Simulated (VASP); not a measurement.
A run of VASP 6.6.1:

File INCAR:

```
SYSTEM = ZnS
ALGO = Fast
EDIFF = 1E-8
ENCUT = 600
GGA = CA
IBRION = 8
ISIF = 2
ISMEAR = 0
LASPH = .TRUE.
LCHARG = .FALSE.
LEPSILON = .TRUE.
LREAL = .FALSE.
LWAVE = .FALSE.
NELM = 100
NSW = 1
PREC = Accurate
SIGMA = 0.02
```

KPOINTS

```
k-points
0
G
  12 12 12
  0 0 0
```

Contents of POSCAR:

```
ZnS
1.0
    0.0000000000      2.6509500000      2.6509500000
    2.6509500000      0.0000000000      2.6509500000
    2.6509500000      2.6509500000      0.0000000000
Zn S
1 1
Direct
    0.0000000000      0.0000000000      0.0000000000
    0.7500000000      0.7500000000      0.7500000000
```

Potentials or basis: VASP PAW LDA potentials, release 64 (Zn, S).

Run with:

```console
$ cat potpaw_LDA.64/Zn/POTCAR potpaw_LDA.64/S/POTCAR > POTCAR
$ mpirun -np 1 vasp_std > vasp.out
```

Hardware: 1 thread of Intel(R) Xeon(R) Platinum 8259CL CPU @ 2.50GHz (Skylake/Cascade Lake), on a shared host.

Problem. Estimate the wall time of this run.

Solution. Run time: 20 min on 1 thread of Intel(R) Xeon(R) Platinum 8259CL CPU @ 2.50GHz (Skylake/Cascade Lake), with other jobs on the host, peak memory 0.5 GiB. Counts: scf iterations 157, k points 72.
